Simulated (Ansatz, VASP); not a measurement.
# Cross-check of GaN (6H polytype (invented)) between VASP and Ansatz

Wanted: the spread between two codes on one cell, functional and k mesh. The cell is taken from a series of runs on this material, whose earlier steps may have relaxed, scaled, displaced or heated it; both programs get it as it stands.

Program: Ansatz 0.2.0. Level of theory: plane waves, with VASP 6.6.1 beside it; relaxation of cell and atoms at r2SCAN. Results are calculated unless marked as measured.

## (1) The starting structure

Symmetry: P6_3mc, No. 186, hexagonal system. The conventional cell has a = 3.181 Å, b = 3.181 Å, c = 15.571 Å, α = 90.00°, β = 90.00°, γ = 120.00°. Nearest to Ga lie 4 N at 1.95 Å. N has 4 Ga at 1.95 Å nearest. Nearest to N lie 4 Ga at 1.95 Å. Nearest to N lie 4 Ga at 1.95 Å. Farther neighbours and most contacts between anions are not listed.

Structure file:

```cif
data_structure
_symmetry_space_group_name_H-M 'P6_3mc'
_symmetry_Int_Tables_number 186
_cell_length_a 3.1813
_cell_length_b 3.1813
_cell_length_c 15.5709
_cell_angle_alpha 90.000
_cell_angle_beta 90.000
_cell_angle_gamma 120.000
_cell_volume 136.47
loop_
_atom_site_label
_atom_site_type_symbol
_atom_site_symmetry_multiplicity
_atom_site_Wyckoff_symbol
_atom_site_fract_x
_atom_site_fract_y
_atom_site_fract_z
_atom_site_occupancy
Ga1 Ga 2 a 0.00000 0.00000 0.00004 1
Ga2 Ga 2 b 0.33333 0.66667 0.16649 1
Ga3 Ga 2 b 0.66667 0.33333 0.33322 1
N1 N 2 a 0.00000 0.00000 0.12514 1
N2 N 2 b 0.33333 0.66667 0.29171 1
N3 N 2 b 0.66667 0.33333 0.45841 1
```

## (2) VASP: relaxation of cell and atoms, r2SCAN

The relaxed volume is the usual yardstick between codes: in a stiff, nearly cubic crystal its relative difference is about their pressure difference at one cell divided by the bulk modulus.

Lines of VASP's logs that name or quote its potential files are left out, and so is its time.

The input, INCAR:

```
SYSTEM = GaN
PREC = Accurate
ENCUT = 660
EDIFF = 1E-07
NELM = 120
ISMEAR = 0
SIGMA = 0.01
LREAL = .FALSE.
ALGO = Normal
METAGGA = R2SCAN
LASPH = .TRUE.
NBANDS = 66
LORBIT = 11
LWAVE = .FALSE.
LCHARG = .FALSE.
ISIF = 3
IBRION = 2
NSW = 80
EDIFFG = -0.005
GGA_COMPAT = .FALSE.
NELMIN = 4
EFERMI = MIDGAP
LMIXTAU = .TRUE.
KPAR = 2
```

The input, POSCAR:

```
GaN
1.0
    3.1812690000      0.0000000000      0.0000000000
   -1.5906340000      2.7550590000      0.0000000000
    0.0000000000      0.0000000000     15.5709350000
Ga N
6 6
Direct
    0.0000000000      0.0000000000      0.0000359002
    0.3333332286      0.6666666667      0.1664852496
    0.6666664571      0.3333333333      0.3332202594
    0.0000000000      0.0000000000      0.5000358681
    0.6666664571      0.3333333333      0.6664852175
    0.3333332286      0.6666666667      0.8332202915
    0.0000000000      0.0000000000      0.1251381500
    0.3333332286      0.6666666667      0.2917070170
    0.6666664571      0.3333333333      0.4584134479
    0.0000000000      0.0000000000      0.6251381179
    0.6666664571      0.3333333333      0.7917070491
    0.3333332286      0.6666666667      0.9584134158
```

The input, KPOINTS:

```
Automatic mesh
0
Gamma
9 9 2
0 0 0
```

Potentials, in the order of the species: Ga_d and N (PBE family, release 64).

Launch:

```sh
$ mpirun -np 2 vasp_std
```

Numbers of over 12 decimals in the logs are rounded to 6 here.

The program printed:

```text
[banner, memory and clock lines left out]
running    2 mpi-ranks, on    1 nodes
 distrk:  each k-point on    1 cores,    2 groups
 distr:  one band on    1 cores,    1 groups

 POSCAR found type information on POSCAR GaN
 POSCAR found :  2 types and      12 ions
|                                                                             |
|               ----> ADVICE to this user running VASP <----                  |
|                                                                             |
|     You enforced a specific xc type in the INCAR file but a different       |
|     [... a line on the potential file left out ...]
|     I HOPE YOU KNOW WHAT YOU ARE DOING!                                     |
|                                                                             |

 LDA part: xc-table for (None), standard interpolation
 POSCAR, INCAR and KPOINTS ok, starting setup
 FFT: planning ... GRIDC
 FFT: planning ... GRID_SOFT
 FFT: planning ... GRID
 WAVECAR not read
 entering main loop
       N       E                     dE             d eps       ncg     rms          rms(c)
DAV:   1     0.147741149925E+04    0.14774E+04   -0.55115E+04  3682   0.362E+03
DAV:   2     0.218784752633E+03   -0.12586E+04   -0.11925E+04  3168   0.949E+02
DAV:   3    -0.124187645494E+03   -0.34297E+03   -0.32707E+03  3826   0.299E+02
DAV:   4    -0.158666938423E+03   -0.34479E+02   -0.33919E+02  3670   0.970E+01
DAV:   5    -0.160912067853E+03   -0.22451E+01   -0.22359E+01  4592   0.254E+01    0.176E+01
DAV:   6    -0.141873302967E+03    0.19039E+02   -0.33344E+01  5312   0.539E+01    0.552E+00
DAV:   7    -0.138237613138E+03    0.36357E+01   -0.80264E+00  3740   0.135E+01    0.431E+00
DAV:   8    -0.138891761597E+03   -0.65415E+00   -0.31000E+00  4352   0.253E+01    0.260E+00
DAV:   9    -0.139118598316E+03   -0.22684E+00   -0.12889E+00  3838   0.734E+00    0.289E+00
DAV:  10    -0.138948026380E+03    0.17057E+00   -0.53295E-01  4860   0.924E+00    0.116E+00
DAV:  11    -0.134638408421E+03    0.43096E+01   -0.92880E-01  3996   0.102E+01    0.148E+00
DAV:  12    -0.130329006978E+03    0.43094E+01   -0.84277E-01  3214   0.616E+00    0.633E-01
DAV:  13    -0.130327091424E+03    0.19156E-02   -0.62629E-02  4056   0.148E+00    0.784E-01
DAV:  14    -0.130347453703E+03   -0.20362E-01   -0.37148E-03  3854   0.380E-01    0.830E-01
[...]
DAV:  47    -0.131414142079E+03   -0.61069E-05   -0.57621E-07  3026   0.731E-03    0.119E-02
DAV:  48    -0.131414148135E+03   -0.60560E-05   -0.87217E-07  3018   0.259E-02    0.659E-03
DAV:  49    -0.131414152423E+03   -0.42881E-05   -0.12965E-06  3732   0.185E-02    0.299E-03
DAV:  50    -0.131414151544E+03    0.87991E-06   -0.98442E-07  3606   0.125E-02    0.167E-03
DAV:  51    -0.131414152488E+03   -0.94401E-06   -0.22758E-07  2068   0.775E-03    0.125E-03
DAV:  52    -0.131414153188E+03   -0.70010E-06   -0.10691E-07  1620   0.126E-02    0.930E-04
DAV:  53    -0.131414152867E+03    0.32086E-06   -0.92279E-08  1610   0.336E-03    0.554E-04
DAV:  54    -0.131414152846E+03    0.20329E-07   -0.32086E-08  1614   0.234E-03
   1 F= -.13141415E+03 E0= -.13141415E+03  d E =-.131414E+03
 curvature:   0.00 expect dE= 0.000E+00 dE for cont linesearch  0.000E+00
 trial: gam= 0.00000 g(F)=  0.541E-04 g(S)=  0.104E-01 ort = 0.000E+00 (trialstep = 0.100E+01)
 search vector abs. value=  0.104E-01
 bond charge predicted
       N       E                     dE             d eps       ncg     rms          rms(c)
DAV:   1    -0.131512217660E+03   -0.98065E-01   -0.14959E+00  4100   0.168E+01    0.194E+00
DAV:   2    -0.131426384076E+03    0.85834E-01   -0.17270E-01  4396   0.594E+00    0.969E-01
DAV:   3    -0.131412606065E+03    0.13778E-01   -0.55247E-02  4460   0.338E+00    0.182E-01
DAV:   4    -0.131411880428E+03    0.72564E-03   -0.10706E-02  3184   0.583E-01    0.185E-01
DAV:   5    -0.131412358408E+03   -0.47798E-03   -0.54828E-04  4560   0.164E-01    0.163E-01
DAV:   6    -0.131411003767E+03    0.13546E-02   -0.12597E-03  4184   0.783E-01    0.439E-02
DAV:   7    -0.131413204927E+03   -0.22012E-02   -0.79815E-04  3178   0.404E-01    0.331E-02
DAV:   8    -0.131413342801E+03   -0.13787E-03   -0.15088E-04  4784   0.102E-01    0.227E-02
DAV:   9    -0.131413403036E+03   -0.60235E-04   -0.12344E-05  5326   0.843E-02    0.137E-02
DAV:  10    -0.131413549892E+03   -0.14686E-03   -0.21397E-05  4182   0.977E-02    0.339E-03
DAV:  11    -0.131413605558E+03   -0.55666E-04   -0.32575E-05  3244   0.405E-02    0.309E-03
DAV:  12    -0.131413609941E+03   -0.43828E-05   -0.40034E-06  4032   0.160E-02    0.263E-03
DAV:  13    -0.131413619476E+03   -0.95355E-05   -0.82187E-07  3376   0.124E-02    0.206E-03
DAV:  14    -0.131413618649E+03    0.82765E-06   -0.54702E-07  3492   0.111E-02    0.980E-04
DAV:  15    -0.131413618262E+03    0.38712E-06   -0.65335E-08  1734   0.290E-03    0.603E-04
DAV:  16    -0.131413619383E+03   -0.11218E-05   -0.63805E-08  1796   0.779E-03    0.426E-04
DAV:  17    -0.131413618490E+03    0.89300E-06   -0.50038E-08  1638   0.208E-03    0.234E-04
DAV:  18    -0.131413618869E+03   -0.37873E-06   -0.18324E-08  1624   0.147E-03    0.257E-04
DAV:  19    -0.131413618628E+03    0.24124E-06   -0.44365E-09  1608   0.140E-03    0.997E-05
DAV:  20    -0.131413618942E+03   -0.31450E-06   -0.47100E-09  1614   0.753E-04    0.344E-05
DAV:  21    -0.131413618786E+03    0.15646E-06   -0.37673E-09  1614   0.102E-03    0.432E-05
DAV:  22    -0.131413618756E+03    0.29722E-07   -0.54481E-10  1612   0.268E-04
   2 F= -.13141362E+03 E0= -.13141362E+03  d E =0.534090E-03
 trial-energy change:    0.000534  1 .order    0.000137   -0.010442    0.010716
 step:   0.4655(harm=  0.4935)  dis= 0.00031  next Energy=  -131.416543 (dE=-0.239E-02)
 bond charge predicted
       N       E                     dE             d eps       ncg     rms          rms(c)
DAV:   1    -0.131444566993E+03   -0.30948E-01   -0.42157E-01  4084   0.879E+00    0.105E+00
DAV:   2    -0.131418996634E+03    0.25570E-01   -0.50634E-02  4372   0.320E+00    0.517E-01
DAV:   3    -0.131416368812E+03    0.26278E-02   -0.15088E-02  4436   0.173E+00    0.996E-02
DAV:   4    -0.131416110406E+03    0.25841E-03   -0.28447E-03  3190   0.306E-01    0.951E-02
DAV:   5    -0.131416250139E+03   -0.13973E-03   -0.16394E-04  4336   0.942E-02    0.818E-02
DAV:   6    -0.131415945498E+03    0.30464E-03   -0.31721E-04  4150   0.430E-01    0.231E-02
DAV:   7    -0.131416437611E+03   -0.49211E-03   -0.21156E-04  3184   0.216E-01    0.118E-02
DAV:   8    -0.131416481242E+03   -0.43631E-04   -0.40744E-05  4996   0.658E-02    0.625E-03
DAV:   9    -0.131416491788E+03   -0.10546E-04   -0.69838E-06  5576   0.445E-02    0.277E-03
DAV:  10    -0.131416523838E+03   -0.32050E-04   -0.11380E-05  4052   0.354E-02    0.163E-03
DAV:  11    -0.131416521455E+03    0.23834E-05   -0.44988E-06  3872   0.185E-02    0.677E-04
DAV:  12    -0.131416527193E+03   -0.57381E-05   -0.20698E-06  3280   0.121E-02    0.878E-04
DAV:  13    -0.131416525594E+03    0.15992E-05   -0.73400E-08  2378   0.759E-03    0.491E-04
DAV:  14    -0.131416525615E+03   -0.21277E-07   -0.14087E-07  2106   0.698E-03
   3 F= -.13141653E+03 E0= -.13141653E+03  d E =-.237277E-02
 curvature:  -0.25 expect dE=-0.658E-05 dE for cont linesearch -0.474E-05
 trial: gam=-0.04037 g(F)=  0.875E-05 g(S)=  0.180E-04 ort = 0.448E-03 (trialstep = 0.893E+00)
 search vector abs. value=  0.757E-05
 reached required accuracy - stopping structural energy minimisation
```

OUTCAR, selected parts (step 2):

```text
ion  position               nearest neighbor table
   1  0.000  0.000  0.000-  12 1.95  12 1.95  12 1.95   7 1.95
   2  0.333  0.667  0.166-   7 1.95   7 1.95   7 1.95   8 1.95
   3  0.667  0.333  0.333-   8 1.95   8 1.95   8 1.95   9 1.95
   4  0.000  0.000  0.500-   9 1.95   9 1.95   9 1.95  10 1.95
   5  0.667  0.333  0.666-  10 1.95  10 1.95  10 1.95  11 1.95
   6  0.333  0.667  0.833-  11 1.95  11 1.95  11 1.95  12 1.95
   7  0.000  0.000  0.125-   2 1.95   2 1.95   2 1.95   1 1.95
   8  0.333  0.667  0.292-   3 1.95   3 1.95   3 1.95   2 1.95
   9  0.667  0.333  0.458-   4 1.95   4 1.95   4 1.95   3 1.95
  10  0.000  0.000  0.625-   5 1.95   5 1.95   5 1.95   4 1.95
  11  0.667  0.333  0.792-   6 1.95   6 1.95   6 1.95   5 1.95
  12  0.333  0.667  0.958-   1 1.95   1 1.95   1 1.95   6 1.95

  LATTYP: Found a hexagonal cell.
 ALAT       =     3.1812690000
 C/A-ratio  =     4.8945672309

 Subroutine GETGRP returns: Found 12 space group operations
 (whereof  6 operations were pure point group operations)

The static configuration has the point symmetry C_3v.
 The point group associated with its full space group is C_6v.

 Found     24 irreducible k-points:

   k-points           NKPTS =     24   k-points in BZ     NKDIM =     24   number of bands    NBANDS=     66

   dimension x,y,z NGX =    28 NGY =   28 NGZ =  140
   dimension x,y,z NGXF=    56 NGYF=   56 NGZF=  280

   ENCUT  =  660.0 eV  48.51 Ry    6.96 a.u.   6.66  6.66 32.62*2*pi/ulx,y,z

   NELECT =     108.0000    total number of electrons

 k-points in reciprocal lattice and weights: Automatic mesh
   0.00000000  0.00000000  0.00000000       0.006
   0.11111111  0.00000000  0.00000000       0.037
   0.22222222  0.00000000  0.00000000       0.037
   0.33333333  0.00000000  0.00000000       0.037
   0.44444444  0.00000000  0.00000000       0.037
   0.11111111  0.11111111  0.00000000       0.037
   0.22222222  0.11111111  0.00000000       0.074
   0.33333333  0.11111111  0.00000000       0.074
   0.44444444  0.11111111  0.00000000       0.037
[...]
0.33333333  0.22222222  0.50000000       0.074
   0.33333333  0.33333333  0.50000000       0.012

 average (electrostatic) potential at core
       1 -68.3172       2 -68.2754       3 -68.3033       4 -68.3173       5 -68.2753
       6 -68.3033       7 -64.9377       8 -64.9688       9 -64.9948      10 -64.9376
      11 -64.9688      12 -64.9948

 E-fermi :   6.1236

 k-point     1 :       0.0000    0.0000    0.0000
  band No.  band energies     occupation
    ...
     50       4.7668      2.00000
     51       4.7668      2.00000
     52       5.0199      2.00000
     53       5.0331      2.00000
     54       5.0331      2.00000
     55       7.2142      0.00000
     56       8.7969      0.00000
     57       8.9662      0.00000
     58       9.8784      0.00000
     59      10.0683      0.00000
    ...

 k-point     2 :       0.1111    0.0000    0.0000
  band No.  band energies     occupation
    ...
     50       4.3460      2.00000
     51       4.5937      2.00000
     52       4.6154      2.00000
     53       4.9035      2.00000
     54       4.9237      2.00000
     55       8.1286      0.00000
     56       9.3184      0.00000
     57       9.4630      0.00000
     58      10.5194      0.00000
     59      10.7516      0.00000
    ...

 k-point     3 :       0.2222    0.0000    0.0000
  band No.  band energies     occupation
    ...
     50       3.8178      2.00000
     51       4.2133      2.00000
     52       4.2342      2.00000
     53       4.5726      2.00000
     54       4.6246      2.00000
     55       9.3774      0.00000
     56       9.9774      0.00000
     57      10.1121      0.00000
     58      11.1166      0.00000
     59      11.2817      0.00000
    ...

  Total        0.0392643      0.0392643      0.0373500      0.0000000      0.0000000      0.0000000
  in kB        0.4585663      0.4585660      0.4362086      0.0000001      0.0000000      0.0000000
  external PRESSURE =       0.4511136 kB  Pullay stress =       0.0000000 kB

  energy-cutoff  :      660.00
  volume of cell :      137.18
      direct lattice vectors                 reciprocal lattice vectors
     3.186722200  0.000000001  0.000000000     0.313802063  0.181173699  0.000000000
    -1.593360598  2.759781605  0.000000000    -0.000000000  0.362347513  0.000000000
     0.000000000  0.000000000 15.598670578     0.000000000  0.000000000  0.064108027

 POSITION                                       TOTAL-FORCE (eV/Angst)
 -----------------------------------------------------------------------------------
      0.00000      0.00000      0.00032        -0.000000      0.000000     -0.002955
      0.00000      1.83985      2.59726         0.000000     -0.000000      0.002515
      1.59336      0.91993      5.19748         0.000000     -0.000000     -0.003937
     -0.00000      0.00000      7.79965         0.000000     -0.000000     -0.002955
      1.59336      0.91993     10.39660        -0.000000      0.000000      0.002515
      0.00000      1.83985     12.99681         0.000000      0.000000     -0.003937
      0.00000      0.00000      1.95207         0.000000     -0.000000      0.003877
      0.00000      1.83985      4.55040        -0.000000     -0.000000      0.004991
      1.59336      0.91993      7.15065        -0.000000      0.000000     -0.004491
     -0.00000      0.00000      9.75140        -0.000000      0.000000      0.003877
      1.59336      0.91993     12.34973         0.000000     -0.000000      0.004991
      0.00000      1.83985     14.94998         0.000000      0.000000     -0.004491
 -----------------------------------------------------------------------------------
    total drift:                                0.001607      0.000005     -0.020605

  FREE ENERGIE OF THE ION-ELECTRON SYSTEM (eV)
  ---------------------------------------------------
  free  energy   TOTEN  =      -131.4165256151 eV

  energy  without entropy=     -131.4165256151  energy(sigma->0) =     -131.41652562

 reached required accuracy - stopping structural energy minimisation

 total charge
# of ion       s       p       d       tot
------------------------------------------
    1        0.756   0.879  10.190  11.825
    2        0.755   0.877  10.191  11.823
    3        0.757   0.879  10.190  11.825
    4        0.756   0.879  10.190  11.825
    5        0.755   0.877  10.191  11.823
    6        0.757   0.879  10.190  11.825
    7        1.229   2.540   0.000   3.768
    8        1.229   2.537   0.000   3.765
    9        1.229   2.537   0.000   3.766
   10        1.229   2.540   0.000   3.768
   11        1.229   2.537   0.000   3.765
   12        1.229   2.537   0.000   3.766
--------------------------------------------------
tot         11.908  20.496  61.142  93.546

[... 3 further parts left out ...]
```

CONTCAR:

```
GaN
   1.00000000000000
     3.1867222001573521    0.0000000009896698    0.0000000000000000
    -1.5933605983645180    2.7597816054122495    0.0000000000000000
     0.0000000000000000    0.0000000000000000   15.5986705782378543
  Ga              N
     6     6
Direct
     0.0000000000000000    0.0000000000000000    0.0000204809827278
     0.3333332285999973    0.6666666667000030    0.1665054388444575
     0.6666664570999998    0.3333333332999970    0.3332001213142938
     0.0000000000000000    0.0000000000000000    0.5000204488827305
     0.6666664570999998    0.3333333332999970    0.6665054067444530
     0.3333332285999973    0.6666666667000030    0.8332001534142912
     0.0000000000000000    0.0000000000000000    0.1251432043446608
     0.3333332285999973    0.6666666667000030    0.2917170206583267
     0.6666664570999998    0.3333333332999970    0.4584137579555300
     0.0000000000000000    0.0000000000000000    0.6251431722446635
     0.6666664570999998    0.3333333332999970    0.7917170527583239
     0.3333332285999973    0.6666666667000030    0.9584137258555326
```

(Continued in part 2 of 2.)

[Lines on the potential files, build, host, timing and source positions are cut from VASP's logs without a mark.]

[Logs are printed without paths, hosts, clocks, repeated set-up lines and the standing remarks that a program may print on its own settings, such as how far it seeks lower states.]

[Hosts, paths, dates, database ids (printed as entryN), source tags and the programs' standing remarks are cut or masked in the printed files.]
